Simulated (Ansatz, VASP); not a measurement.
# Cu (Cu(111)): VASP beside Ansatz, part 2 of 2

Wanted: the spread between two codes on one cell, functional and k mesh. Of the first pair: The structure shown is the start of the Ansatz relaxation below; VASP solves that cell, so the two are compared at the walk's first step.

VASP 6.6.1 and Ansatz 0.2.0.

So far: The structure; Ansatz: relaxation, PBE; VASP: single point, PBE, start cell, pair 1; Differences.

### Step 5. Ansatz: relaxation, PBE

Level of this step: Ansatz beside VASP: Kohn-Sham DFT, plane waves, PBE (Ansatz).

This run makes the geometry at which the two programs are then compared.

The structure compared here is the end of the Ansatz relaxation.

The input, input.yaml:

```yaml
crystal:
  lattice:
    - [2.5526554801, 0.0, 0.0]
    - [-1.27632774, 2.2106644929, 0.0]
    - [0.0, 0.0, 28.5054068306]
  atoms:
    - { symbol: Cu, position: [0.0, 0.0, 0.2806485116] }
    - { symbol: Cu, position: [0.3333333333, 0.6666666667, 0.3537656744] }
    - { symbol: Cu, position: [0.6666666667, 0.3333333333, 0.4268828372] }
    - { symbol: Cu, position: [0.0, 0.0, 0.5] }
    - { symbol: Cu, position: [0.3333333333, 0.6666666667, 0.5731171628] }
    - { symbol: Cu, position: [0.6666666667, 0.3333333333, 0.6462343256] }
    - { symbol: Cu, position: [0.0, 0.0, 0.7193514884] }
hamiltonian:
  xc: pbe
kpoints:
  mp_grid: { grid: [18, 18, 1] }
scf:
  occupations: { method: methfessel_paxton, width: 0.1 }
  convergence: { dr2_threshold: 1.0e-09 }
efield:
  axis: 3
  dipole_correction: true
relax:
  f_tol: 0.01
  max_steps: 40
  constraints: [{ sites: [3] }]
output:
  write_potential: true
  write_density: true
  volumetric_format: npy
  elf: true
```

Started as:

```sh
$ ansatz run input.yaml --threads 2 --pin off --max-ram 4096MiB --backend cpu --events-out ev --progress --plain --runs-dir out
```

Numbers of over 12 decimals in the logs are rounded to 6 here.

The log of the run:

```text
[...]
Crystal: 7 atoms, lattice volume = 160.858 Å³
Basis set: ecut = 420 eV, 3221 PW (Γ), exchange–correlation on 36×36×384 points (8 copies of the dense FFT grid, shifted against one another)
Bands: 80, of which v1, the nominal top of the filled ones, is band 67 counted from 1 (66 counted from 0)
Symmetry: 6 space group operations
[...]
atoms:
    - { symbol: Cu, position: [-3.4282818703697816e-19, 0, 0.279819] }
    - { symbol: Cu, position: [0.333333, 0.666667, 0.352970] }
    - { symbol: Cu, position: [0.666667, 0.333333, 0.426375] }
    - { symbol: Cu, position: [0.0, 0.0, 0.5] }
    - { symbol: Cu, position: [0.333333, 0.666667, 0.573625] }
    - { symbol: Cu, position: [0.666667, 0.333333, 0.647030] }
    - { symbol: Cu, position: [3.4283038847240427e-19, 0, 0.720181] }
[key lines of the parts left out:]
SCF converged after 12 iterations
Free energy (F): -46375.269485 eV
Fermi energy:    6.304042 eV
Dipole field:    D = 0.000000 V/Å  (p = 0.000000 e·Å, saw-weighted, corrected)
Work function:   Φ+ = 4.8429 eV   Φ− = 4.8429 eV
```

### Step 6. VASP: single point, PBE, relaxed cell, pair 2

The same cell, functional, mesh and smearing now go to VASP, with its own data sets.

The input, INCAR:

```
SYSTEM = Cu
PREC = Accurate
ENCUT = 520
EDIFF = 1E-06
NELM = 120
ISMEAR = 1
SIGMA = 0.1
LREAL = .FALSE.
ALGO = Normal
GGA = PE
NBANDS = 47
LASPH = .TRUE.
LORBIT = 11
LWAVE = .FALSE.
LCHARG = .FALSE.
ISIF = 2
LDIPOL = .TRUE.
IDIPOL = 3
DIPOL = 0.5 0.5 0.5
LVHAR = .TRUE.
GGA_COMPAT = .FALSE.
NELMDL = -8
KPAR = 2
```

The input, POSCAR:

```
Cu
1.0
    2.5526554801      0.0000000000      0.0000000000
   -1.2763277400      2.2106644929      0.0000000000
    0.0000000000      0.0000000000     28.5054068306
Cu
7
Direct
    0.0000000000      0.0000000000      0.2798189400
    0.3333333333      0.6666666667      0.3529695241
    0.6666666667      0.3333333333      0.4263753251
    0.0000000000      0.0000000000      0.5000000000
    0.3333333333      0.6666666667      0.5736246750
    0.6666666667      0.3333333333      0.6470304759
    0.0000000000      0.0000000000      0.7201810600
```

The input, KPOINTS:

```
Automatic mesh
0
Gamma
18 18 1
0 0 0
```

PAW data sets: Cu (PBE family, release 64).

Started as:

```sh
$ mpirun -np 2 vasp_std
```

The log of the run:

```text
[... set-up lines as in an earlier step ...]
 entering main loop
       N       E                     dE             d eps       ncg     rms          rms(c)
DAV:   1     0.699301602766E+03    0.69930E+03   -0.34291E+04  3486   0.236E+03
DAV:   2     0.549684078823E+02   -0.64433E+03   -0.62591E+03  3478   0.454E+02
DAV:   3    -0.282328086952E+02   -0.83201E+02   -0.77414E+02  3632   0.214E+02
DAV:   4    -0.310836228113E+02   -0.28508E+01   -0.28335E+01  3942   0.536E+01
[...]
DAV:  27    -0.251687009831E+02   -0.34052E-05   -0.17581E-07  2061   0.450E-03    0.278E-04
DAV:  28    -0.251687031077E+02   -0.21246E-05   -0.12038E-07  2047   0.398E-03    0.332E-04
DAV:  29    -0.251687037005E+02   -0.59283E-06   -0.48562E-08  2103   0.318E-03
   1 F= -.25168704E+02 E0= -.25167384E+02  d E =-.395982E-02
```

Parts of OUTCAR (step 6):

```text
  Total        0.1060546      0.1060546      0.1963582      0.0000000      0.0000000      0.0000000
  in kB        1.0563256      1.0563256      1.9557678      0.0000000      0.0000000      0.0000000
  external PRESSURE =       1.3561396 kB  Pullay stress =       0.0000000 kB

 POSITION                                       TOTAL-FORCE (eV/Angst)
 -----------------------------------------------------------------------------------
      0.00000      0.00000      7.97635         0.000000     -0.000000     -0.016481
     -0.00000      1.47378     10.06154        -0.000000      0.000000     -0.001024
      1.27633      0.73689     12.15400        -0.000000      0.000000     -0.002925
      0.00000      0.00000     14.25270         0.000000      0.000000      0.000000
     -0.00000      1.47378     16.35140         0.000000     -0.000000      0.002925
      1.27633      0.73689     18.44387        -0.000000      0.000000      0.001024
      0.00000      0.00000     20.52905         0.000000      0.000000      0.016481
 -----------------------------------------------------------------------------------
    total drift:                               -0.000000      0.000000     -0.000002

  FREE ENERGIE OF THE ION-ELECTRON SYSTEM (eV)
  ---------------------------------------------------
  free  energy   TOTEN  =       -25.1687037005 eV

  energy  without entropy=      -25.1647438828  energy(sigma->0) =      -25.16738376

[... 2 parts as in an earlier step ...]

[... 1 further part left out ...]
[key lines of the parts left out:]
E-fermi :   1.5969
```

### Step 7. Differences

What differs besides the data sets and the points named for the pairs above, as far as they apply: the data sets hold 133 valence electrons in Ansatz (on its default PAW (the set named soft_2) files) and 77 in VASP. Total energies have different zeros and are not compared.

Both answers:

```csv
quantity,Ansatz,VASP,difference
"work function, lower of the two faces (eV)",4.84,4.82,+0.02
"work function, higher of the two faces (eV)",4.84,4.82,+0.02
```

At this near-relaxed geometry the largest component of a force difference is 17 meV/Å. With vacuum in the cell, a pressure given here is an average over mostly empty space and none of the material.

### Step 8. Outcome

* r.m.s. force difference (single point, PBE, start cell, pair 1): 6.5 meV/Å
* difference in work function, higher of the two faces (single point, PBE, relaxed cell, pair 2): 0.025 eV

**Reading.** The r.m.s. force difference is 6.5 meV/Å (single point, PBE, start cell, pair 1), within the 12 meV/Å picked in this series as the mark of a large difference. The data sets hold unlike numbers of valence electrons (133 in Ansatz and 77 in VASP), so part of the differences comes from the potentials. How closely two codes agree says nothing of how well the functional describes the real material.

[Lines on the potential files, build, host, timing and source positions are cut from VASP's logs without a mark.]

[Logs are printed without paths, hosts, clocks, repeated set-up lines and the standing remarks that a program may print on its own settings, such as how far it seeks lower states.]

[Hosts, paths, dates, database ids (printed as entryN), source tags and the programs' standing remarks are cut or masked in the printed files.]
